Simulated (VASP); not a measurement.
Here is the system:

```xyz
3
Lattice="0.0000 2.5749 2.5749 2.5749 0.0000 2.5749 2.5749 2.5749 0.0000" Properties=species:S:1:pos:R:3 pbc="T T T"
Zr     0.0000     0.0000     0.0000
O      1.2875     1.2875     1.2875
O      3.8624     3.8624     3.8624
```

Level of theory: vdW-DF2, VASP's PBE PAW potentials (set 64) (plane waves; VASP). Settings: 520 eV cut-off, 7×7×7 Γ-centred mesh, Gaussian smearing of 0.050 eV, potentials Zr_sv O.

What does the run give for the energy per atom (σ→0), pressure?

```
Property                        Value
---------------------  --------------
energy per atom (σ→0)  -7.480 eV/atom
pressure                     7.17 GPa
```

The compound is ZrO2 in the fluorite structure, the high-temperature cubic form, which is unstable at 0 K; the monoclinic form is the stable one. This cell is one point of a volume scan, at 0.97 of the reference volume.
